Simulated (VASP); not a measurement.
VASP runs on Cu₂O (space group P1) share one base input (LDA (Ceperley-Alder, Perdew-Zunger), plane waves, VASP's LDA PAW potentials (set 64)) and change the settings named in each case.

INCAR:
```
# general
SYSTEM   =  Cu2O
PREC     =  Accurate
ENCUT    =  400   # plane-wave cut-off (eV)
LREAL    =  F
LASPH    =  T

# electronic loop
EDIFF    =  1E-6   # SCF stop (eV)
NELM     =  100
ALGO     =  Normal
LMAXMIX  =  4

# smearing
ISMEAR   =  -1   # Fermi-Dirac
SIGMA    =  0.02   # width (eV)

# ions
ISIF     =  2   # forces and stress, cell fixed

# output
LWAVE    =  F
LCHARG   =  F
```

File KPOINTS:
```
Regular mesh
0
gamma
3 3 3
```

### POSCAR
```
Cu2O
1
    4.2700000000     0.0000000000     0.0000000000
    0.0000000000     4.2700000000     0.0000000000
    0.0000000000     0.0000000000     4.2700000000
Cu O
4 2
Direct
  0.7711300000   0.2422010000   0.7631000000
  0.2288690000   0.7650350000   0.7514770000
  0.7479550000   0.7502290000   0.2581240000
  0.2701920000   0.2541340000   0.2386110000
 -0.0241690000  -0.0078520000  -0.0068820000
  0.5060230000   0.4962540000   0.4955700000
```

POTCAR, in this order: Cu O (LDA.64 set). Program: vasp_std.

| change | E(σ→0) (eV/atom) | pressure (GPa) | largest force (eV/Å) |
|---|---|---|---|
| base run | -5.3363 | -8.05 | 3.733 |
| GGA = PS, POTCAR Cu O (PBE.64 set) | -4.9116 | -3.30 | 3.857 |
| KPOINTS 6×6×6 Γ-centred mesh | -5.3419 | -8.32 | 3.729 |
| LDAU = .TRUE., LDAUJ = 0 0, LDAUL = 2 -1, LDAUTYPE = 2, LDAUU = 3.0 0 | -4.7070 | -9.44 | 3.509 |
 Energies of different potentials or functionals have different zeros.  At 400 eV the pressure can carry a Pulay error.

Left out are runs that ran out of time, are held back, or changed the cell or the kind of run, fixed moments of cells without a moment, rows past the twelfth, gaps on odd meshes, pressures of charged cells and columns that move by less than the noise.

The structure is a typed Cu2O crystal. The cell was not relaxed at this level, its atoms were moved at random.
